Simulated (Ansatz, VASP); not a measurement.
# ZrPbSe3 in two plane-wave programs, part 2 of 2

Aim: how closely do two programs agree when they are given the same cell, functional and k mesh? The cell is generated by rule, not measured, and may not be a known phase. The cell is taken from a series of runs on this material, whose earlier steps may have relaxed, scaled, displaced or heated it; both programs get it as it stands.

VASP 6.6.1 and Ansatz 0.2.0.

So far: Starting point; VASP: zone-centre phonons, LDA.

**2. VASP: zone-centre phonons, LDA (continued)**

Level of this step: LDA; plane waves and PAW (Pb_d, Zr_sv, Se); invented cell (VASP).

From OUTCAR (step 2):

```text
ion  position               nearest neighbor table
   1  0.000  0.000  0.000-
   2  0.500  0.500  0.500-   3 2.56   4 2.56   5 2.56   3 2.56   4 2.56   5 2.56
   3  0.500  0.500  0.000-   2 2.56   2 2.56
   4  0.500  0.000  0.500-   2 2.56   2 2.56
   5  0.000  0.500  0.500-   2 2.56   2 2.56

  LATTYP: Found a simple cubic cell.
 ALAT       =     5.1174824320

 Subroutine GETGRP returns: Found 48 space group operations
 (whereof 48 operations were pure point group operations)

The static configuration has the point symmetry O_h .

 Found     20 irreducible k-points:

   k-points           NKPTS =     20   k-points in BZ     NKDIM =     20   number of bands    NBANDS=     28

   dimension x,y,z NGX =    40 NGY =   40 NGZ =   40
   dimension x,y,z NGXF=    80 NGYF=   80 NGZF=   80

   ENCUT  =  500.0 eV  36.75 Ry    6.06 a.u.   9.33  9.33  9.33*2*pi/ulx,y,z

   NELECT =      44.0000    total number of electrons

 k-points in reciprocal lattice and weights: Automatic mesh
   0.00000000  0.00000000  0.00000000       0.005
   0.16666667  0.00000000  0.00000000       0.028
   0.33333333  0.00000000  0.00000000       0.028
   0.50000000  0.00000000  0.00000000       0.014
   0.16666667  0.16666667  0.00000000       0.056
   0.33333333  0.16666667  0.00000000       0.111
   0.50000000  0.16666667  0.00000000       0.056
   0.33333333  0.33333333  0.00000000       0.056
   0.50000000  0.33333333  0.00000000       0.056
[...]
0.50000000  0.50000000  0.33333333       0.028
   0.50000000  0.50000000  0.50000000       0.005

 average (electrostatic) potential at core
       1 -93.6683       2 -79.0418       3 -59.0262       4 -59.0262       5 -59.0262

  Total        0.1052570      0.1052570      0.1052570     -0.0000000     -0.0000000      0.0000000
  in kB        1.2583234      1.2583234      1.2583234     -0.0000000     -0.0000000      0.0000000
  external PRESSURE =       1.2583234 kB  Pullay stress =       0.0000000 kB

  energy-cutoff  :      500.00
  volume of cell :      134.02
      direct lattice vectors                 reciprocal lattice vectors
     5.117482432  0.000000000  0.000000000     0.195408585  0.000000000  0.000000000
     0.000000000  5.117482432  0.000000000     0.000000000  0.195408585  0.000000000
     0.000000000  0.000000000  5.117482432     0.000000000  0.000000000  0.195408585

 POSITION                                       TOTAL-FORCE (eV/Angst)
 -----------------------------------------------------------------------------------
      0.00000      0.00000      0.00000         0.000000      0.000000      0.000000
      2.55874      2.55874      2.55874         0.000000      0.000000      0.000000
      2.55874      2.55874      0.00000         0.000000      0.000000      0.000000
      2.55874      0.00000      2.55874         0.000000      0.000000      0.000000
      0.00000      2.55874      2.55874         0.000000      0.000000      0.000000
 -----------------------------------------------------------------------------------
    total drift:                                0.000000      0.000000     -0.000000

 Eigenvectors and eigenvalues of the dynamical matrix
 ----------------------------------------------------

   1 f  =    7.637843 THz    47.989980 2PiTHz  254.771004 cm-1    31.587564 meV
             X         Y         Z           dx          dy          dz
      0.000000  0.000000  0.000000    -0.000000   -0.000000   -0.007932
      2.558741  2.558741  2.558741     0.000000    0.000000   -0.477956
      2.558741  2.558741  0.000000    -0.000000   -0.000000    0.848249
      2.558741  0.000000  2.558741    -0.000000   -0.000000   -0.161196
      0.000000  2.558741  2.558741     0.000000   -0.000000   -0.161196

   2 f  =    7.637843 THz    47.989980 2PiTHz  254.771004 cm-1    31.587564 meV
             X         Y         Z           dx          dy          dz
      0.000000  0.000000  0.000000    -0.007039   -0.003656    0.000000
      2.558741  2.558741  2.558741    -0.424150   -0.220313   -0.000000
      2.558741  2.558741  0.000000    -0.143050   -0.074303   -0.000000
      2.558741  0.000000  2.558741    -0.143050    0.391000    0.000000
      0.000000  2.558741  2.558741     0.752759   -0.074303    0.000000

   3 f  =    7.637843 THz    47.989980 2PiTHz  254.771004 cm-1    31.587564 meV
             X         Y         Z           dx          dy          dz
      0.000000  0.000000  0.000000     0.003656   -0.007039    0.000000
      2.558741  2.558741  2.558741     0.220313   -0.424150   -0.000000
      2.558741  2.558741  0.000000     0.074303   -0.143050   -0.000000
      2.558741  0.000000  2.558741     0.074303    0.752759    0.000000
      0.000000  2.558741  2.558741    -0.391000   -0.143050   -0.000000

   4 f  =    0.027114 THz     0.170361 2PiTHz    0.904420 cm-1     0.112134 meV
             X         Y         Z           dx          dy          dz
      0.000000  0.000000  0.000000    -0.593350    0.185322   -0.000115
      2.558741  2.558741  2.558741    -0.401854    0.125512   -0.000078
      2.558741  2.558741  0.000000    -0.361366    0.112866   -0.000072
      2.558741  0.000000  2.558741    -0.361366    0.115351   -0.000070
      0.000000  2.558741  2.558741    -0.369321    0.112866   -0.000070

   5 f  =    0.027114 THz     0.170361 2PiTHz    0.904420 cm-1     0.112134 meV
             X         Y         Z           dx          dy          dz
      0.000000  0.000000  0.000000    -0.082674   -0.264352    0.556499
      2.558741  2.558741  2.558741    -0.055992   -0.179036    0.376897
      2.558741  2.558741  0.000000    -0.050350   -0.160998    0.346384
      2.558741  0.000000  2.558741    -0.050350   -0.164542    0.338923
      0.000000  2.558741  2.558741    -0.051459   -0.160998    0.338923

   6 f  =    0.027114 THz     0.170361 2PiTHz    0.904420 cm-1     0.112134 meV
             X         Y         Z           dx          dy          dz
      0.000000  0.000000  0.000000    -0.165859   -0.531208   -0.276978
      2.558741  2.558741  2.558741    -0.112330   -0.359768   -0.187588
      2.558741  2.558741  0.000000    -0.101013   -0.323520   -0.172401
      2.558741  0.000000  2.558741    -0.101013   -0.330642   -0.168687
      0.000000  2.558741  2.558741    -0.103236   -0.323520   -0.168687

   7 f/i=    1.759280 THz    11.053882 2PiTHz   58.683260 cm-1     7.275794 meV
             X         Y         Z           dx          dy          dz
      0.000000  0.000000  0.000000     0.429437    0.383901    0.001984
      2.558741  2.558741  2.558741    -0.535632   -0.478836   -0.002474
      2.558741  2.558741  0.000000     0.081591    0.072940   -0.001232
      2.558741  0.000000  2.558741     0.081591   -0.238494    0.000377
      0.000000  2.558741  2.558741    -0.266782    0.072940    0.000377

   8 f/i=    1.759280 THz    11.053882 2PiTHz   58.683260 cm-1     7.275794 meV
             X         Y         Z           dx          dy          dz
      0.000000  0.000000  0.000000     0.252789   -0.285006    0.432052
      2.558741  2.558741  2.558741    -0.315302    0.355485   -0.538894
      2.558741  2.558741  0.000000     0.048029   -0.054150   -0.268407
      2.558741  0.000000  2.558741     0.048029    0.177056    0.082088
      0.000000  2.558741  2.558741    -0.157042   -0.054150    0.082088

   9 f/i=    1.759280 THz    11.053882 2PiTHz   58.683260 cm-1     7.275794 meV
             X         Y         Z           dx          dy          dz
      0.000000  0.000000  0.000000     0.288932   -0.321234   -0.380955
      2.558741  2.558741  2.558741    -0.360382    0.400672    0.475162
      2.558741  2.558741  0.000000     0.054896   -0.061033    0.236664
      2.558741  0.000000  2.558741     0.054896    0.199563   -0.072380
      0.000000  2.558741  2.558741    -0.179495   -0.061033   -0.072380

  10 f/i=    2.608818 THz    16.391689 2PiTHz   87.020815 cm-1    10.789201 meV
             X         Y         Z           dx          dy          dz
      0.000000  0.000000  0.000000     0.000000   -0.000000    0.000000
      2.558741  2.558741  2.558741     0.000000   -0.000000    0.000000
      2.558741  2.558741  0.000000     0.655727   -0.264612    0.000000
      2.558741  0.000000  2.558741    -0.655727    0.000000   -0.001645
      0.000000  2.558741  2.558741     0.000000    0.264612    0.001645

  11 f/i=    2.608818 THz    16.391689 2PiTHz   87.020815 cm-1    10.789201 meV
             X         Y         Z           dx          dy          dz
      0.000000  0.000000  0.000000    -0.000000   -0.000000    0.000000
      2.558741  2.558741  2.558741    -0.000000    0.000000    0.000000
      2.558741  2.558741  0.000000    -0.263919   -0.653668    0.000000
      2.558741  0.000000  2.558741     0.263919    0.000000   -0.055363
      0.000000  2.558741  2.558741     0.000000    0.653668    0.055363

  12 f/i=    2.608818 THz    16.391689 2PiTHz   87.020815 cm-1    10.789201 meV
             X         Y         Z           dx          dy          dz
      0.000000  0.000000  0.000000     0.000000   -0.000000    0.000000
      2.558741  2.558741  2.558741    -0.000000   -0.000000    0.000000
      2.558741  2.558741  0.000000     0.019197    0.051954    0.000000
      2.558741  0.000000  2.558741    -0.019197    0.000000   -0.704934
      0.000000  2.558741  2.558741    -0.000000   -0.051954    0.704934

  13 f/i=    2.835988 THz    17.819038 2PiTHz   94.598378 cm-1    11.728699 meV
             X         Y         Z           dx          dy          dz
      0.000000  0.000000  0.000000    -0.040047   -0.529267    0.001373
      2.558741  2.558741  2.558741    -0.021089   -0.278713    0.000723
      2.558741  2.558741  0.000000     0.042595    0.562937   -0.000135
      2.558741  0.000000  2.558741     0.042595    0.051961   -0.001460
      0.000000  2.558741  2.558741     0.003932    0.562937   -0.001460

  14 f/i=    2.835988 THz    17.819038 2PiTHz   94.598378 cm-1    11.728699 meV
             X         Y         Z           dx          dy          dz
      0.000000  0.000000  0.000000    -0.000147   -0.001365   -0.530780
      2.558741  2.558741  2.558741    -0.000078   -0.000719   -0.279510
      2.558741  2.558741  0.000000     0.000157    0.001452    0.052110
      2.558741  0.000000  2.558741     0.000157    0.000134    0.564546
      0.000000  2.558741  2.558741     0.000014    0.001452    0.564546

  15 f/i=    2.835988 THz    17.819038 2PiTHz   94.598378 cm-1    11.728699 meV
             X         Y         Z           dx          dy          dz
      0.000000  0.000000  0.000000    -0.529269    0.040048    0.000044
      2.558741  2.558741  2.558741    -0.278714    0.021089    0.000023
      2.558741  2.558741  0.000000     0.562939   -0.042595   -0.000004
      2.558741  0.000000  2.558741     0.562939   -0.003932   -0.000047
      0.000000  2.558741  2.558741     0.051962   -0.042595   -0.000047

 ELASTIC MODULI CONTR FROM IONIC RELAXATION (kBar)
 Direction    XX          YY          ZZ          XY          YZ          ZX
 --------------------------------------------------------------------------------
 XX           0.0000      0.0000      0.0000      0.0000      0.0000      0.0000
 YY           0.0000      0.0000      0.0000      0.0000      0.0000      0.0000
 ZZ           0.0000      0.0000      0.0000      0.0000      0.0000      0.0000
 XY           0.0000      0.0000      0.0000      0.0000      0.0000      0.0000
 YZ           0.0000      0.0000      0.0000      0.0000      0.0000      0.0000
 ZX           0.0000      0.0000      0.0000      0.0000      0.0000      0.0000
 --------------------------------------------------------------------------------
```

The k-mesh is coarse for a metal.

**3. Ansatz: zone-centre phonons, LDA**

Ansatz runs on norm-conserving files, of PseudoDojo where its log says so.

The same cell, functional (in two slightly different forms), mesh and smearing now go to Ansatz.

input.yaml reads:

```yaml
crystal:
  lattice:
    - [5.117482432, 0.0, 0.0]
    - [0.0, 5.117482432, 0.0]
    - [0.0, 0.0, 5.117482432]
  atoms:
    - { symbol: Pb, position: [0.0, 0.0, 0.0] }
    - { symbol: Zr, position: [0.5, 0.5, 0.5] }
    - { symbol: Se, position: [0.5, 0.5, 0.0] }
    - { symbol: Se, position: [0.5, 0.0, 0.5] }
    - { symbol: Se, position: [0.0, 0.5, 0.5] }
kpoints:
  mp_grid: { grid: [6, 6, 6] }
hamiltonian:
  xc: lda
  pseudopotentials: { kind: nc, accuracy: standard }
scf:
  occupations: { method: gaussian, width: 0.02721 }
output:
  eigenvalues: true
basis:
  ecutwfc: 1170.09
phonons:
  method: dfpt
```

Launch:

```bash
$ ansatz run input.yaml --threads 4 --pin off --max-ram 16384MiB --backend cpu --events-out ev --progress --plain --runs-dir out
```

The program printed:

```text
zone centre: on kpoints.mp_grid the ground state, and the responses unless they are solved on pairs of k-points, stand on 64 of the mesh's 216 k-points, reduced under 8 symmetry operations, with k and −k counted as one. Each operation leaves every solved displacement unchanged or reverses it
Engine: ansatz 0.2.0, aarch64-unknown-linux-gnu
Pseudopotentials: kind: nc
Pseudopotential: Pb, nc, valence charge 14, recommended cutoff 761.918815 eV (normal), Pb.nc.azcp (PseudoDojo's, or run here from an input of PseudoDojo's; its table is named by hamiltonian.pseudopotentials.accuracy)
Pseudopotential: Zr, nc, valence charge 12, recommended cutoff 952.398519 eV (normal), Zr.nc.azcp (PseudoDojo's, or run here from an input of PseudoDojo's; its table is named by hamiltonian.pseudopotentials.accuracy)
Pseudopotential: Se, nc, valence charge 16, recommended cutoff 1170.089609 eV (normal), Se.nc.azcp (PseudoDojo's, or run here from an input of PseudoDojo's; its table is named by hamiltonian.pseudopotentials.accuracy)
Functional definition: SPW92
  exchange = slater_x
  correlation = pw_c
Crystal: 5 atoms, lattice volume = 134.020 Å³
Basis set: ecut = 1170.09 eV, 12149 PW (Γ), exchange–correlation on 120×120×120 points (8 copies of the dense FFT grid, shifted against one another)
Bands: 45, of which v1, the nominal top of the filled ones, is band 37 counted from 1 (36 counted from 0)
Symmetry: 48 space group operations
k-points: 64 of 216 (irreducible under 8 space group operations)
Non-local potential: Pb, projectors of the file, l = 0: 2, l = 1: 2, l = 2: 2
Non-local potential: Zr, projectors of the file, l = 0: 2, l = 1: 2, l = 2: 2
Non-local potential: Se, projectors of the file, l = 0: 2, l = 1: 2, l = 2: 2
Initial density: superposition of atomic densities (chi_scale 0.1, normalization cell, long waves kept (reshape's long-wave potential 0.00 eV rms))
Initial wavefunctions: pseudopotential atomic-orbital guess
Functional: x = slater, c = lda
SCF iter   1: F=—  HF=-13191.687563 eV  |F-HF|=—  |Δ(HF+E_count)|=         —  Δρ=7.67e-2  dr2=2.65e1  ethr=3.10e-3  ⟨swp⟩=8.9  Hψ=12427  notcnv=0
preconditioner: auto → Kerker (q_TF=auto, 2.471 Å⁻¹)  [metal: Δε(μ)=0.018 eV  Ē_g=10.294 eV  σ=0.027 eV  W_gap=0.37  n_scr=32 (ndim 8)  ℏωp=19.2 eV  f_vac=0.002  D(μ)=12.78/eV (n_scr^D=170)]
SCF iter   2: F=—  HF=-13188.221002 eV  |F-HF|=—  |Δ(HF+E_count)|=    3.47e0  Δρ=2.76e-2  dr2=3.52e0  ethr=3.10e-3  ⟨swp⟩=4.2  Hψ=6163  notcnv=0  defer=107
preconditioner: auto → Resta (q_TF=auto, 2.471 Å⁻¹)  ε∞=4.1  [insulator: Δε(μ)=0.137 eV  Ē_g=11.000 eV  σ=0.027 eV  W_gap=1.00  n_scr=32 (ndim 8)  ℏωp=19.2 eV  f_vac=0.000  D(μ)=0.00/eV (n_scr^D=0)  ε∞_Penn≈4.1]
SCF iter   3: F=—  HF=-13187.204712 eV  |F-HF|=—  |Δ(HF+E_count)|=    1.02e0  Δρ=1.36e-2  dr2=9.24e-1  ethr=3.10e-3  ⟨swp⟩=3.1  Hψ=4302  notcnv=0  defer=81
SCF iter   4: F=—  HF=-13186.921329 eV  |F-HF|=—  |Δ(HF+E_count)|=   2.83e-1  Δρ=3.25e-3  dr2=4.03e-2  ethr=1.25e-3  ⟨swp⟩=3.3  Hψ=4780  notcnv=0  defer=75
SCF iter   5: F=—  HF=-13186.915265 eV  |F-HF|=—  |Δ(HF+E_count)|=   6.06e-3  Δρ=1.20e-3  dr2=7.03e-3  ethr=5.45e-5  ⟨swp⟩=3.0  Hψ=4766  notcnv=0  defer=76
SCF iter   6: F=—  HF=-13186.913747 eV  |F-HF|=—  |Δ(HF+E_count)|=   1.52e-3  Δρ=4.10e-4  dr2=7.18e-4  ethr=9.51e-6  ⟨swp⟩=1.9  Hψ=3067  notcnv=0  defer=76
SCF iter   7: F=—  HF=-13186.913612 eV  |F-HF|=—  |Δ(HF+E_count)|=   1.34e-4  Δρ=1.23e-4  dr2=7.86e-5  ethr=9.70e-7  ⟨swp⟩=1.7  Hψ=2925  notcnv=0  defer=76
SCF iter   8: F=—  HF=-13186.913654 eV  |F-HF|=—  |Δ(HF+E_count)|=   4.14e-5  Δρ=2.13e-5  dr2=8.06e-7  ethr=1.06e-7  ⟨swp⟩=2.0  Hψ=3623  notcnv=0  defer=76
SCF iter   9: F=—  HF=-13186.913386 eV  |F-HF|=—  |Δ(HF+E_count)|=   2.67e-4  Δρ=5.44e-6  dr2=4.61e-8  ethr=1.09e-9  ⟨swp⟩=2.3  Hψ=4187  notcnv=0  defer=76
SCF iter  10: F=—  HF=-13186.913386 eV  |F-HF|=—  |Δ(HF+E_count)|=   1.84e-9  Δρ=2.84e-6  dr2=3.55e-8  ethr=6.23e-11  ⟨swp⟩=2.2  Hψ=4188  notcnv=0  defer=76
SCF iter  11: F=—  HF=-13186.913386 eV  |F-HF|=—  |Δ(HF+E_count)|=   3.51e-9  Δρ=1.15e-6  dr2=5.06e-9  ethr=4.80e-11  ⟨swp⟩=1.1  Hψ=2811  notcnv=0  defer=76
SCF iter  12: F=—  HF=-13186.913386 eV  |F-HF|=—  |Δ(HF+E_count)|=  6.88e-10  Δρ=2.59e-7  dr2=1.47e-10  ethr=6.84e-12  ⟨swp⟩=1.7  Hψ=2910  notcnv=0  defer=76
SCF iter  13: F=-13186.913386 eV  HF=-13186.913386 eV  |F-HF|=0.00e0  |Δ(HF+E_count)|=    0.00e0  Δρ=4.75e-8  dr2=1.82e-12  ethr=1.00e-12  ⟨swp⟩=16.6  Hψ=19834  notcnv=0
SCF 1 converged in 13 iterations: F = -13186.913386 eV  dr2 = 1.82e-12
DFPT response loops at Γ: preconditioner auto → Kerker (q_TF=auto, 2.471 Å⁻¹) (partly filled bands, converged f_vac=0.016); β = 1.00, the filter's whole step (`scf.mixing.beta` (0.50) is not read by the response loops under this deck's `scf.mixing.preconditioner`; to damp them name `kerker` or `kerker_dos`, under which they read `scf.mixing.beta`, and type it under 1.00, their step now; both keys bind the ground state too); Broyden in place of MSR1
SCF converged after 13 iterations
Free energy (F): -13186.913386 eV
Harris-Foulkes:  -13186.913386 eV  (|F-HF|=0.00e0)
Internal energy: -13186.911366 eV  (E = F + TS)
E sigma→0 (E₀):  -13186.912376 eV
Entropy (-TS):   -0.002021 eV (-0.404 meV/atom)
Fermi energy:    9.477842 eV
--- Per-component energies (eV) ---
  E_band       = -1307.788668
  E_kinetic    = 7721.721703
  E_local      = -10158.073636  (includes V_loc(G=0)·N_el)
  E_nonlocal   = -4398.342440
  E_hartree    = 3722.438159
  E_xc         = -2756.835548
  E_vxc        = -1917.970504  (∫ρ·V_xc dr)
  E_ewald      = -7317.819604
  E_smearing   = -0.002021  (= −TS)
  E_closure    = 0.000000  (closes the sum)
  Σ components = -13186.913386   (vs F -13186.913386, Δ=0.00e0)
--- Band table (eV; the first three rows and the last of 64) ---
  k-point 0: bands = [... 33 lower, 8.0721, 8.5808, 8.5808, 8.5808, 9.4700, 9.4700, 9.4700, 11.7733, ... 4 higher]
  k-point 1: bands = [... 33 lower, 7.8950, 7.9341, 8.4952, 8.4952, 9.4845, 10.2162, 10.2162, 11.2416, ... 4 higher]
  k-point 2: bands = [... 33 lower, 7.5359, 7.6896, 8.5963, 8.5963, 9.5141, 10.0908, 10.9265, 10.9265, ... 4 higher]
  k-point 63: bands = [... 33 lower, 5.3678, 9.4764, 9.4764, 9.4764, 10.8996, 10.8996, 10.8996, 13.6954, ... 4 higher]
--- Phonons (Γ-DFPT): 4 representative perturbations + reference, on 64 of 216 k-points (Σ response iterations 12) ---
  k mesh reduced under 8 symmetry operations, with k and −k counted as one. Each operation leaves every solved displacement unchanged or reverses it
  ASR residual: 2.423e-4 → 0.000e0 eV/Å²; symmetrization residual: 1.006e-4 eV/Å²
  ASR residual per site (eV/Å²): 2.42e-4 1.73e-4 1.28e-4 1.28e-4 1.28e-4
  Γ frequencies (cm⁻¹): -96.15 -96.15 -96.15 -88.45 -88.45 -88.45 -61.31 -61.31 -61.31 0.00 0.00 0.00 252.78 252.78 252.78
  non-analytic LO–TO correction: not included (Born effective charges unavailable; polar crystals: no LO–TO splitting at Γ)
```

Reading the cycles: dr2 is the Hartree energy of the density residual (eV), the measure of convergence; HF is the Harris–Foulkes estimate of the energy, which meets the free energy F at convergence.

**4. Comparison**

Known differences besides the potentials themselves: the two LDA forms differ slightly; the data sets hold 74 valence electrons in Ansatz (on norm-conserving files, of PseudoDojo where its log says so) and 44 in VASP; the cutoff is 1170.09 eV in Ansatz and 500 eV in VASP; VASP's log shows a relativistic correction to its local exchange, Ansatz's none. Total energies have different zeros and are not compared.

Compared:

| quantity | Ansatz | VASP | difference |
| --- | --- | --- | --- |
| optical mode 1 to 3 (imaginary, printed as negative) (cm⁻¹) | -96.2 | -94.6 | -1.6 |
| optical mode 4 to 6 (imaginary, printed as negative) (cm⁻¹) | -88.5 | -87.0 | -1.4 |
| optical mode 7 to 9 (imaginary, printed as negative) (cm⁻¹) | -61.3 | -58.7 | -2.6 |
| optical mode 10 to 12 (cm⁻¹) | 252.8 | 254.8 | -0.78 % |

Modes are paired by rising frequency, not by their patterns, so a pair may set unlike modes beside each other; they are those without the splitting of longitudinal modes.

**5. Results**

- r.m.s. difference of the optical zone-centre modes, each program's sorted by frequency (zone-centre phonons, LDA): 2.0 cm⁻¹
- difference in optical mode 10 to 12 (zone-centre phonons, LDA): -0.8 %

**Reading.** The r.m.s. difference of the optical zone-centre modes, each program's sorted by frequency is 2.0 cm⁻¹ (zone-centre phonons, LDA). The data sets hold unlike numbers of valence electrons (74 in Ansatz and 44 in VASP), so part of the differences comes from the potentials. Among the rows given in per cent, the largest difference of the zone-centre phonons, LDA pair is in optical mode 10 to 12, -0.8 %. How closely two codes agree says nothing of how well the functional describes the real material.

[Lines on the potential files, build, host, timing and source positions are cut from VASP's logs without a mark.]

[Logs are printed without paths, hosts, clocks, repeated set-up lines and the standing remarks that a program may print on its own settings, such as how far it seeks lower states.]

[Hosts, paths, dates, database ids (printed as entryN), source tags and the programs' standing remarks are cut or masked in the printed files.]
